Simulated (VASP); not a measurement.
OSZICAR of a VASP run on YTe (relaxed from the CsCl type structure, space group Pm-3m):

File OSZICAR:
```
       N       E                     dE             d eps       ncg     rms          rms(c)
DAV:   1     0.492299981497E+02    0.49230E+02   -0.69472E+03   840   0.104E+03
DAV:   2    -0.101538909376E+02   -0.59384E+02   -0.56468E+02  1004   0.202E+02
DAV:   3    -0.131880730807E+02   -0.30342E+01   -0.29698E+01  1124   0.367E+01
DAV:   4    -0.133189982549E+02   -0.13093E+00   -0.13073E+00  1192   0.828E+00
DAV:   5    -0.133222580612E+02   -0.32598E-02   -0.32594E-02  1148   0.106E+00    0.215E+01
DAV:   6    -0.129138420825E+02    0.40842E+00   -0.85230E-01  1028   0.547E+00    0.153E+01
DAV:   7    -0.128797340990E+02    0.34108E-01   -0.57902E-01  1188   0.459E+00    0.302E+00
DAV:   8    -0.128632319567E+02    0.16502E-01   -0.14821E-01   992   0.240E+00    0.528E-01
DAV:   9    -0.128629992223E+02    0.23273E-03   -0.10860E-02  1012   0.703E-01    0.151E-01
DAV:  10    -0.128627379596E+02    0.26126E-03   -0.12224E-03  1044   0.253E-01    0.626E-02
DAV:  11    -0.128627471365E+02   -0.91769E-05   -0.11085E-04  1192   0.756E-02    0.491E-02
DAV:  12    -0.128627444222E+02    0.27143E-05   -0.15966E-05  1060   0.305E-02    0.126E-02
DAV:  13    -0.128627438210E+02    0.60120E-06   -0.15646E-06   820   0.941E-03
   1 F= -.12862744E+02 E0= -.12862119E+02  d E =-.128627E+02
       N       E                     dE             d eps       ncg     rms          rms(c)
DAV:   1    -0.128629571365E+02   -0.21271E-03   -0.45307E-03  1044   0.511E-01    0.109E-01
DAV:   2    -0.128627983763E+02    0.15876E-03   -0.45087E-04  1068   0.176E-01    0.581E-02
DAV:   3    -0.128627421911E+02    0.56185E-04   -0.27646E-04  1244   0.103E-01    0.431E-02
DAV:   4    -0.128627473152E+02   -0.51242E-05   -0.21807E-05  1064   0.320E-02    0.201E-02
DAV:   5    -0.128627495286E+02   -0.22134E-05   -0.13884E-05  1336   0.158E-02    0.621E-03
DAV:   6    -0.128627495774E+02   -0.48829E-07   -0.37422E-07   648   0.455E-03
   2 F= -.12862750E+02 E0= -.12862118E+02  d E =-.575646E-05
```

Problem. Which electronic solver shows in the log?

Solution. It is blocked Davidson (ALGO = Normal, or the opening steps of other solvers). The INCAR had ALGO = Normal.

Problem. Can the final energy be trusted as converged?

Solution. Self-consistency was reached. It stopped with EDIFF = 1E-6, NELM = 100, NSW = 60 and EDIFFG = -0.01 after 2 ionic steps (PBEsol GGA, plane waves, VASP's PBE PAW potentials (set 64)).

The structure was generated: YTe was put into the CsCl type type (Pm-3m), which need not be its known phase. This run relaxes it. Symmetry was kept, so distortions that lower it aren't found. The start is the result of an earlier pass. The electron count is odd and the run is not spin-polarised, which forces a metal.
